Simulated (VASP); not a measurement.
These are PBE GGA with D3 dispersion (Becke-Johnson damping), VASP's PBE PAW potentials (set 64) (plane waves; VASP 6.6.1) values and carry that method's errors.

The input files of a VASP run:

**POSCAR**
```
NiSb
1
    1.9583077310    -3.3918886484     0.0000000000
    1.9583077310     3.3918886484    -0.0000000000
    0.0000000000    -0.0000000000     5.1051659181
Ni Sb
2 2
Direct
  0.0000000000   0.0000000000   0.5000000000
  0.0000000000   0.0000000000   0.0000000000
  0.3333330000   0.6666670000   0.2500000000
  0.6666670000   0.3333330000   0.7500000000
```

### INCAR
```
ISMEAR = 0   # Gaussian
LASPH = .True.
NELM = 100   # most electronic steps
LWAVE = .False.
LREAL = .False.
IVDW = 12   # D3, Becke-Johnson
LORBIT = 11
SYSTEM = NiSb
EDIFF = 1E-7   # SCF stop (eV)
ALGO = Normal   # blocked Davidson
SIGMA = 0.05
PREC = Accurate
ICHARG = 11
LCHARG = .False.
LMAXMIX = 4
ENCUT = 520   # plane-wave cut-off (eV)
GGA = PE
```

File KPOINTS:
```
k-points along high-symmetry lines
10
Line-mode
Reciprocal
  0.000000   0.000000   0.000000 ! GAMMA
 -0.000000   0.500000   0.000000 ! M

 -0.000000   0.500000   0.000000 ! M
 -0.333333   0.666667   0.000000 ! K

 -0.333333   0.666667   0.000000 ! K
  0.000000   0.000000   0.000000 ! GAMMA

  0.000000   0.000000   0.000000 ! GAMMA
  0.000000   0.000000   0.500000 ! A

  0.000000   0.000000   0.500000 ! A
 -0.000000   0.500000   0.500000 ! L

 -0.000000   0.500000   0.500000 ! L
 -0.333333   0.666667   0.500000 ! H

 -0.333333   0.666667   0.500000 ! H
  0.000000   0.000000   0.500000 ! A

 -0.000000   0.500000   0.500000 ! L
 -0.000000   0.500000   0.000000 ! M

 -0.333333   0.666667   0.500000 ! H
 -0.333333   0.666667   0.000000 ! K
```

POTCAR, in this order: Ni Sb (PBE.64 set). Program: vasp_std. Read from the step before: CHGCAR.

Output

OSZICAR:
```
       N       E                     dE             d eps       ncg     rms          rms(c)
DAV:   1     0.166509867483E+03    0.16651E+03   -0.12855E+04  3428   0.164E+03
DAV:   2    -0.112733623893E+02   -0.17778E+03   -0.17263E+03  3465   0.324E+02
DAV:   3    -0.196840851069E+02   -0.84107E+01   -0.81385E+01  3978   0.856E+01
DAV:   4    -0.198860296867E+02   -0.20194E+00   -0.20019E+00  3756   0.121E+01
DAV:   5    -0.198924257897E+02   -0.63961E-02   -0.63903E-02  4359   0.226E+00
DAV:   6    -0.198926473423E+02   -0.22155E-03   -0.22154E-03  4408   0.351E-01
DAV:   7    -0.198926512012E+02   -0.38589E-05   -0.38582E-05  4455   0.407E-02
DAV:   8    -0.198926513529E+02   -0.15180E-06   -0.15340E-06  3158   0.526E-03
DAV:   9    -0.198926513558E+02   -0.28494E-08   -0.18052E-08  2278   0.121E-03
   1 F= -.22053397E+02 E0= -.22050925E+02  d E =-.494357E-02
```

File OUTCAR:
```
 val. band max:       10.4554653244   @ k =   0.0000   0.0556   0.0000

 cond. band min:      10.4605976126   @ k =   0.0000   0.1111   0.5000



 k-point     1 :       0.0000    0.0000    0.0000
  band No.  band energies     occupation
      1      -2.8749      2.00000
      2       1.7512      2.00000
      3       3.8738      2.00000
      4       6.2086      2.00000
      5       6.2086      2.00000
      6       6.9769      2.00000
      7       7.5684      2.00000
      8       7.5684      2.00000
      9       8.0362      2.00000
     10       8.0362      2.00000
     11       8.8279      2.00000
     12       8.8279      2.00000
     13      10.1554      2.00000
     14      10.7960      0.00000
     15      10.7960      0.00000
     16      12.7049      0.00000
     17      12.7049      0.00000
     18      13.3504      0.00000
     19      14.2946      0.00000

 k-point     2 :       0.0000    0.0556    0.0000
  band No.  band energies     occupation
      1      -2.8356      2.00000
      2       1.7493      2.00000
      3       3.9180      2.00000
      4       6.2008      2.00000
      5       6.2172      2.00000
      6       6.9643      2.00000
      7       7.5384      2.00000
      8       7.5520      2.00000
      9       8.0122      2.00000
     10       8.0435      2.00000
     11       8.8255      2.00000
     12       8.8282      2.00000
     13      10.1432      2.00000
     14      10.4555      1.03847
     15      10.6369      0.00000
     16      12.4001      0.00000
     17      12.8533      0.00000
     18      13.8859      0.00000
     19      14.2332      0.00000

 k-point     3 :       0.0000    0.1111    0.0000
  band No.  band energies     occupation
      1      -2.7181      2.00000
      2       1.7406      2.00000
      3       4.0498      2.00000
      4       6.1699      2.00000
      5       6.2426      2.00000
      6       6.9168      2.00000
      7       7.4509      2.00000
      8       7.5056      2.00000
...
```

The density is held fixed in this step, so its total energy and stress have no physical meaning. Unless said otherwise, spin-orbit coupling is left out, though it shifts the bands of the heavy elements here.

The compound is NiSb in the NiAs type structure. It was relaxed first. The run is not spin-polarised, so no magnetic state was tried.
